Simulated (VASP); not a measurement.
Consider the following.

```xyz
2
Lattice="0.0000 2.8136 2.8136 2.8136 0.0000 2.8136 2.8136 2.8136 0.0000" Properties=species:S:1:pos:R:3 pbc="T T T"
Pb     0.0000     0.0000     0.0000
Se     2.8136     2.8136     2.8136
```

Level of theory: LDA (Ceperley-Alder, Perdew-Zunger), VASP's LDA PAW potentials (set 64) (plane waves; VASP). Run with 500 eV cut-off, 8×8×8 Γ-centred mesh, Gaussian smearing of 0.050 eV, potentials Pb_d Se.

What does the run give for the energy per atom (σ→0), pressure?

```yaml
energy per atom (σ→0): -4.456 eV/atom
pressure: 19.94 GPa
```

The compound is PbSe in the rock salt structure. It was relaxed first under an external pressure of 20 GPa.
